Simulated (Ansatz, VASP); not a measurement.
# CsPbBr3 in two plane-wave programs, part 2 of 2

Aim: how closely do two programs agree when they are given the same cell, functional and k mesh? The cell is taken from a series of runs on this material, whose earlier steps may have relaxed, scaled, displaced or heated it; both programs get it as it stands.

VASP 6.6.1 and Ansatz 0.2.0.

So far: Starting point; Ansatz: G0W0 gap, PBEsol.

**3. VASP: G0W0 gap, PBEsol**

Level of this step: G0W0 on PBEsol; plane waves and PAW (Cs_sv_GW, Pb_d_GW, Br_GW) (VASP).

The same cell, functional and mesh now go to VASP, with its own data sets.

Lines of VASP's logs that name or quote its potential files are left out, and so is its time.

The run reads the wave functions of an earlier VASP run, which isn't shown here.

INCAR reads:

```
SYSTEM = CsPbBr3
PREC = Accurate
ENCUT = 300
ISMEAR = 0
SIGMA = 0.01
LREAL = .FALSE.
GGA = PS
NBANDS = 482
ALGO = EVGW0
NELMGW = 1
ENCUTGW = 100
NOMEGA = 64
PRECFOCK = Fast
NBANDSGW = 31
LWAVE = .FALSE.
LCHARG = .FALSE.
```

POSCAR reads:

```
CsPbBr3
1.0
    5.8700000000      0.0000000000      0.0000000000
    0.0000000000      5.8700000000      0.0000000000
    0.0000000000      0.0000000000      5.8700000000
Cs Pb Br
1 1 3
Direct
    0.0000000000      0.0000000000      0.0000000000
    0.5000000000      0.5000000000      0.5000000000
    0.0000000000      0.5000000000      0.5000000000
    0.5000000000      0.0000000000      0.5000000000
    0.5000000000      0.5000000000      0.0000000000
```

KPOINTS reads:

```
Automatic mesh
0
Gamma
2 2 2
0 0 0
```

Potentials, in the order of the species: Cs_sv_GW, Pb_d_GW and Br_GW (PBE family, release 64).

Started as:

```sh
> export OMP_NUM_THREADS=3
> mpirun -np 1 vasp_std
```

Numbers of over 12 decimals in the logs are rounded to 6 here.

The log of the run:

```text
[banner, memory and clock lines left out]
running    1 mpi-ranks, on    1 nodes
 distrk:  each k-point on    1 cores,    1 groups
 distr:  one band on    1 cores,    1 groups
 Offloading initialized ...    1 GPUs detected
 POSCAR found type information on POSCAR CsPbBr
 POSCAR found :  3 types and       5 ions
|                                                                             |
|               ----> ADVICE to this user running VASP <----                  |
|                                                                             |
|     You enforced a specific xc type in the INCAR file but a different       |
|     [... a line on the potential file left out ...]
|     I HOPE YOU KNOW WHAT YOU ARE DOING!                                     |
|                                                                             |

|                                                                             |
|           W    W    AA    RRRRR   N    N  II  N    N   GGGG   !!!           |
|           W    W   A  A   R    R  NN   N  II  NN   N  G    G  !!!           |
|           W    W  A    A  R    R  N N  N  II  N N  N  G       !!!           |
|           W WW W  AAAAAA  RRRRR   N  N N  II  N  N N  G  GGG   !            |
|           WW  WW  A    A  R   R   N   NN  II  N   NN  G    G                |
|           W    W  A    A  R    R  N    N  II  N    N   GGGG   !!!           |
|                                                                             |
|     The default for ENCUTGWSOFT is different in this version of VASP.       |
|     please manually set ENCUTGWSOFT =100 in the INCAR file.                 |
|                                                                             |

 LDA part: xc-table for (Slater+PW92), standard interpolation
 found WAVECAR, reading the header
 POSCAR, INCAR and KPOINTS ok, starting setup
 FFT: planning ... GRIDC
 FFT: planning ... GRID_SOFT
 FFT: planning ... GRID
 reading WAVECAR
 the WAVECAR file was read successfully
 initial charge from wavefunction
 available memory per node:   1679.33 GB, setting MAXMEM to   1719631

 The Fermi energy was updated, please check that it is located mid-gap
 values below the HOMO (VB) or above the LUMO (CB) will cause erroneous energies
 E-fermi :   1.6652

 calculate exact exchange contribution
 the WAVEDER file was read successfully
|                                                                             |
|           W    W    AA    RRRRR   N    N  II  N    N   GGGG   !!!           |
|           W    W   A  A   R    R  NN   N  II  NN   N  G    G  !!!           |
|           W    W  A    A  R    R  N N  N  II  N N  N  G       !!!           |
|           W WW W  AAAAAA  RRRRR   N  N N  II  N  N N  G  GGG   !            |
|           WW  WW  A    A  R   R   N   NN  II  N   NN  G    G                |
|           W    W  A    A  R    R  N    N  II  N    N   GGGG   !!!           |
|                                                                             |
|     Automatic setting of frequency mesh for GW failed. Frequency mesh       |
|     properly not suitable for determining QP energies. Consider             |
|     increasing number of kpoints.                                           |
|                                                                             |

energies w=
    0.000    0.000    1.475    0.000    2.947    0.000    4.412    0.000
    5.869    0.000    7.315    0.000    8.747    0.000   10.164    0.000
   11.564    0.000   12.947    0.000   14.312    0.000   15.659    0.000
   16.988    0.000   18.299    0.000   19.594    0.000   20.874    0.000
   22.141    0.000   23.395    0.000   24.638    0.000   25.873    0.000
   27.102    0.000   28.326    0.000   29.549    0.000   30.772    0.000
   31.998    0.000   33.230    0.000   34.471    0.000   35.724    0.000
   36.991    0.000   38.278    0.000   39.586    0.000   40.921    0.000
   42.286    0.000   43.687    0.000   45.129    0.000   46.616    0.000
   48.157    0.000   49.757    0.000   51.425    0.000   53.171    0.000
   55.003    0.000   56.934    0.000   58.977    0.000   61.149    0.000
   63.466    0.000   65.950    0.000   68.627    0.000   71.525    0.000
   74.681    0.000   78.137    0.000   81.947    0.000   86.173    0.000
   90.897    0.000   96.219    0.000  102.270    0.000  109.216    0.000
  117.279    0.000  126.758    0.000  138.066    0.000  151.789    0.000
  168.790    0.000  190.392    0.000  218.729    0.000  257.487    0.000
 responsefunction array rank=     480
 LDA part: xc-table for (Slater+PW92), standard interpolation

 min. memory requirement per mpi rank    738.4 MB, per node    738.4 MB

 allocating  64 responsefunctions rank=   480
 shmem allocating  64 responsefunctions rank=   480
 response function shared by NCSHMEM nodes    1
 Doing            64  frequencies on each core in blocks of            64
NQ=   1    0.0000    0.0000    0.0000,
|.........|.........|.........|.........|.........|.........|.........|.........
 performed        288000 updates of chi_q(r,r)
 total number of BLAS operations        490.41 Gflops
NQ=   2    0.5000    0.0000    0.0000,
|.........|.........|.........|.........|.........|.........|.........|.........
 performed        695000 updates of chi_q(r,r)
 total number of BLAS operations       1199.18 Gflops
NQ=   3    0.5000    0.5000    0.0000,
|.........|.........|.........|.........|.........|.........|.........|.........
 performed       1102000 updates of chi_q(r,r)
 total number of BLAS operations       1914.05 Gflops
NQ=   4    0.5000    0.5000    0.5000,
|.........|.........|.........|.........|.........|.........|.........|.........
 performed       1390000 updates of chi_q(r,r)
 total number of BLAS operations       2445.71 Gflops
 resolving degeneracies of screened two electron integrals

 calculate QP shifts <psi_nk| G(iteration)W_0 |psi_nk>: iteration 1
 entering main loop
```

From OUTCAR (step 3):

```text
ion  position               nearest neighbor table
   1  0.000  0.000  0.000-
   2  0.500  0.500  0.500-   3 2.94   4 2.94   5 2.94   5 2.94   4 2.94   3 2.94
   3  0.000  0.500  0.500-   2 2.94   2 2.94
   4  0.500  0.000  0.500-   2 2.94   2 2.94
   5  0.500  0.500  0.000-   2 2.94   2 2.94

  LATTYP: Found a simple cubic cell.
 ALAT       =     5.8700000000

 Subroutine GETGRP returns: Found 48 space group operations
 (whereof 48 operations were pure point group operations)

The static configuration has the point symmetry O_h .

 Found      4 irreducible k-points:

   k-points           NKPTS =      4   k-points in BZ     NKDIM =      8   number of bands    NBANDS=    482

   dimension x,y,z NGX =    36 NGY =   36 NGZ =   36
   dimension x,y,z NGXF=    72 NGYF=   72 NGZF=   72

   ENCUT  =  300.0 eV  22.05 Ry    4.70 a.u.   8.29  8.29  8.29*2*pi/ulx,y,z

   NELECT =      46.0000    total number of electrons

  energy-cutoff  :      300.00
  volume of cell :      202.26
      direct lattice vectors                 reciprocal lattice vectors
     5.870000000  0.000000000  0.000000000     0.170357751  0.000000000  0.000000000
     0.000000000  5.870000000  0.000000000     0.000000000  0.170357751  0.000000000
     0.000000000  0.000000000  5.870000000     0.000000000  0.000000000  0.170357751

 k-points in reciprocal lattice and weights: Automatic mesh
   0.00000000  0.00000000  0.00000000       0.125
   0.50000000  0.00000000  0.00000000       0.375
   0.50000000  0.50000000  0.00000000       0.375
   0.50000000  0.50000000  0.50000000       0.125

 E-fermi :   1.6652

 QP shifts <psi_nk| G(iteration)W_0 |psi_nk>: iteration 1
 for sc-GW calculations column KS-energies equals QP-energies in previous step
 and V_xc(KS)=  KS-energies - (<T + V_ion + V_H > + <T+V_H+V_ion>^1  + <V_x>^1)
 k-point   1 :       0.0000    0.0000    0.0000
  band No.  KS-energies  QP-energies   sigma(KS)   V_xc(KS)     V^pw_x(r,r')   Z            occupation Imag(sigma)
    ...
     20      -1.1242      -2.4981     -13.9561     -12.2177     -16.1855       0.7903       2.0000       0.6241
     21      -1.0029      -2.2955     -14.1452     -12.5102     -16.3145       0.7905       2.0000       0.6058
     22      -1.0029      -2.2955     -14.1452     -12.5102     -16.3145       0.7905       2.0000       0.6058
     23      -1.0029      -2.2955     -14.1452     -12.5102     -16.3145       0.7905       2.0000       0.6058
     24       3.8862       4.4046      -5.7272      -6.3380      -2.5652       0.8487       0.0000      -0.4670
     25       5.0324       5.6418      -5.7149      -6.4340      -2.6098       0.8475       0.0000      -0.4752
     26       5.0324       5.6418      -5.7149      -6.4340      -2.6098       0.8475       0.0000      -0.4752
     27       5.7568       6.4592      -6.5016      -7.3367      -3.2269       0.8411       0.0000      -0.4954
    ...

 k-point   2 :       0.5000    0.0000    0.0000
  band No.  KS-energies  QP-energies   sigma(KS)   V_xc(KS)     V^pw_x(r,r')   Z            occupation Imag(sigma)
    ...
     20      -1.2600      -2.6423     -13.6350     -11.8911     -15.8288       0.7926       2.0000       0.6239
     21      -1.1144      -2.4476     -13.9542     -12.2691     -16.1423       0.7912       2.0000       0.6153
     22      -1.1144      -2.4476     -13.9542     -12.2691     -16.1423       0.7912       2.0000       0.6153
     23      -0.4205      -1.7309     -14.6095     -12.9668     -16.3021       0.7977       2.0000       0.5209
     24       3.4037       3.8867      -9.7812     -10.3690      -6.5273       0.8216       0.0000      -0.5077
     25       5.3777       6.0479      -6.4456      -7.2416      -3.2427       0.8420       0.0000      -0.4944
     26       5.9381       6.4765      -5.9622      -6.6005      -2.7093       0.8435       0.0000      -0.5111
     27       6.0832       6.8688      -6.4791      -7.4116      -3.3069       0.8425       0.0000      -0.5024
    ...

 k-point   3 :       0.5000    0.5000    0.0000
  band No.  KS-energies  QP-energies   sigma(KS)   V_xc(KS)     V^pw_x(r,r')   Z            occupation Imag(sigma)
    ...
     20      -1.3564      -2.7815     -13.6386     -11.8394     -15.8627       0.7921       2.0000       0.6338
     21      -1.2339      -2.6117     -14.5724     -12.8350     -16.7337       0.7930       2.0000       0.6024
     22      -0.6339      -1.9233     -14.3360     -12.7006     -16.4828       0.7885       2.0000       0.5887
     23       0.2951      -0.9619     -14.6335     -13.0708     -15.9956       0.8044       2.0000       0.4640
     24       2.9079       3.3625      -9.4384      -9.9905      -6.2590       0.8235       0.0000      -0.4807
     25       2.9079       3.3625      -9.4384      -9.9905      -6.2590       0.8235       0.0000      -0.4807
     26       5.7580       6.4412      -9.8307     -10.6629      -6.4080       0.8209       0.0000      -0.5893
     27       6.1074       7.0278      -6.5540      -7.6482      -3.2351       0.8411       0.0000      -0.5128
    ...

 k-point   4 :       0.5000    0.5000    0.5000
  band No.  KS-energies  QP-energies   sigma(KS)   V_xc(KS)     V^pw_x(r,r')   Z            occupation Imag(sigma)
    ...
     20      -0.6215      -1.9105     -14.3649     -12.7300     -16.5151       0.7884       2.0000       0.5888
     21      -0.6215      -1.9105     -14.3649     -12.7300     -16.5151       0.7884       2.0000       0.5888
     22      -0.6215      -1.9105     -14.3649     -12.7300     -16.5151       0.7884       2.0000       0.5888
     23       0.9904      -0.2096     -14.7435     -13.2536     -15.8429       0.8054       2.0000       0.4212
     24       2.3399       2.7748      -8.8662      -9.3925      -5.7171       0.8263       0.0000      -0.4632
     25       2.3399       2.7748      -8.8662      -9.3925      -5.7171       0.8263       0.0000      -0.4632
     26       2.3399       2.7748      -8.8662      -9.3925      -5.7171       0.8263       0.0000      -0.4632
     27       5.3939       6.0246      -5.7888      -6.5358      -2.5191       0.8443       0.0000      -0.4880
    ...
```

**4. Differences**

Known differences besides the potentials themselves: fixed occupations in Ansatz, narrow Gaussian smearing in VASP; the data sets hold 44 valence electrons in Ansatz (on its PAW soft_1 files) and 46 in VASP; the cutoff is 420 eV in Ansatz and 300 eV in VASP; Ansatz makes its cores anew for this functional, VASP keeps those of its PBE data sets; VASP leaves aspherical gradient terms in its spheres out (LASPH is not set), Ansatz keeps them; Ansatz integrates over frequency by contour deformation, VASP on a grid of NOMEGA points; Ansatz's G0W0 levels solve the quasiparticle equation, VASP's are linearised. Total energies have different zeros and are not compared.

The two programs side by side:

| quantity | Ansatz | VASP | difference |
| --- | --- | --- | --- |
| G0W0 gap on the mesh (eV) | 2.30 | 2.98 | -0.69 |
| Kohn-Sham gap under it (eV) | 1.36 | 1.35 | +0.01 |

VASP's log warns that its frequency grid doesn't suit quasiparticle energies on this mesh.

**5. Outcome**

| Item | Value |
| --- | --- |
| difference in G0W0 gap on the mesh (G0W0 gap, PBEsol) | -0.69 eV |

**Reading.** The difference in G0W0 gap on the mesh is -0.69 eV (G0W0 gap, PBEsol). The data sets hold unlike numbers of valence electrons (44 in Ansatz and 46 in VASP), so part of the differences comes from the potentials. Part of the difference in the G0W0 gap can come from VASP's linearised levels. Such differences can come from data sets, numerical settings and the points named under the comparisons, not from the functional's error against experiment.

[Lines on the potential files, build, host, timing and source positions are cut from VASP's logs without a mark.]

[Logs are printed without paths, hosts, clocks, repeated set-up lines and the standing remarks that a program may print on its own settings, such as how far it seeks lower states.]

[Hosts, paths, dates, database ids (printed as entryN), source tags and the programs' standing remarks are cut or masked in the printed files.]
